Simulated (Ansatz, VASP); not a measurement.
## Two plane-wave programs on GaF

File INCAR:

```
SYSTEM = GaF
ALGO = Normal
EDIFF = 1E-6
ENCUT = 520
ISIF = 2
ISMEAR = -1
LASPH = .True.
LCHARG = .False.
LREAL = .False.
LWAVE = .False.
NELM = 100
PREC = Accurate
SIGMA = 0.05
```

File KPOINTS:

```
k-points
0
Gamma
  9 9 9
  0 0 0
```

Contents of POSCAR:

```
GaF
1.0
    0.0000000000      2.5769602800      2.5769602800
    2.5769602800      0.0000000000      2.5769602800
    2.5769602800      2.5769602800      0.0000000000
Ga F
1 1
Direct
    0.2500000000      0.2500000000      0.2500000000
    0.0000000000      0.0000000000      0.0000000000
```

File KPOINTS_OPT:

```
path GXWKGLUWLK,UX
15
line-mode
reciprocal
 0.0000000000  0.0000000000  0.0000000000  G
 0.5000000000  0.0000000000  0.5000000000  X

 0.5000000000  0.0000000000  0.5000000000  X
 0.5000000000  0.2500000000  0.7500000000  W

 0.5000000000  0.2500000000  0.7500000000  W
 0.3750000000  0.3750000000  0.7500000000  K

 0.3750000000  0.3750000000  0.7500000000  K
 0.0000000000  0.0000000000  0.0000000000  G

 0.0000000000  0.0000000000  0.0000000000  G
 0.5000000000  0.5000000000  0.5000000000  L

 0.5000000000  0.5000000000  0.5000000000  L
 0.6250000000  0.2500000000  0.6250000000  U

 0.6250000000  0.2500000000  0.6250000000  U
 0.5000000000  0.2500000000  0.7500000000  W

 0.5000000000  0.2500000000  0.7500000000  W
 0.5000000000  0.5000000000  0.5000000000  L

 0.5000000000  0.5000000000  0.5000000000  L
 0.3750000000  0.3750000000  0.7500000000  K

 0.6250000000  0.2500000000  0.6250000000  U
 0.5000000000  0.0000000000  0.5000000000  X
```

File input.yaml:

```yaml
crystal:
  lattice:
    - [0.0, 2.57696028, 2.57696028]
    - [2.57696028, 0.0, 2.57696028]
    - [2.57696028, 2.57696028, 0.0]
  atoms:
    - { symbol: Ga, position: [0.25, 0.25, 0.25] }
    - { symbol: F, position: [0.0, 0.0, 0.0] }
hamiltonian:
  xc: lda
  pseudopotentials: { kind: paw }
kpoints:
  mp_grid: { grid: [9, 9, 9] }
  band_path:
    path:
      - [[0.0, 0.0, 0.0], [0.5, 0.0, 0.5], [0.5, 0.25, 0.75], [0.375, 0.375, 0.75], [0.0, 0.0, 0.0], [0.5, 0.5, 0.5], [0.625, 0.25, 0.625], [0.5, 0.25, 0.75], [0.5, 0.5, 0.5], [0.375, 0.375, 0.75]]
      - [[0.625, 0.25, 0.625], [0.5, 0.0, 0.5]]
    npoints: 14
scf:
  occupations: { method: fermi_dirac, width: 0.05 }
  n_extra_bands: 6
output:
  forces: true
  stress: true
  eigenvalues: true
  fatbands: true
```

The cell was built by a generator and needn't be a form met in nature.

Alike in both runs: task band structure; functional LDA; k mesh 9 × 9 × 9; occupations fermi-dirac, width 0.05 eV; no spin polarisation.

|  | VASP | Ansatz |
| --- | --- | --- |
| version | VASP 6.6.1 | Ansatz 0.2.0 |
| potentials or method | VASP PAW LDA potentials, release 64 (Ga_d, F) | Ansatz PAW |
| plane-wave cutoff (eV) | 520 | 420 |
| valence electrons in the cell | 20 | 20 |

VASP gave:

- gap on the k mesh at the Fermi level (eV): 0.98
- least direct gap on the mesh (eV): 0.98
- gap along the band path (eV): 0.76
- pressure (GPa): 8.4

**Question.** Which values does Ansatz return?

**Answer.** gap on the k mesh at the Fermi level (eV): 1.01; least direct gap on the mesh (eV): 1.01; gap along the band path (eV): 0.79; pressure (GPa): 8.3.

Caveats: the mesh misses the band edges, which the band path finds closer together (VASP); the k mesh misses the band edges, so the gap on the mesh is wider than the one along the path (Ansatz); the pressure holds a Pulay correction of +0.5 GPa for the finite cutoff (Ansatz); the PAW data sets come from PBE, with cores solved anew for the run's functional, which leaves a small shift of forces and pressure (Ansatz).
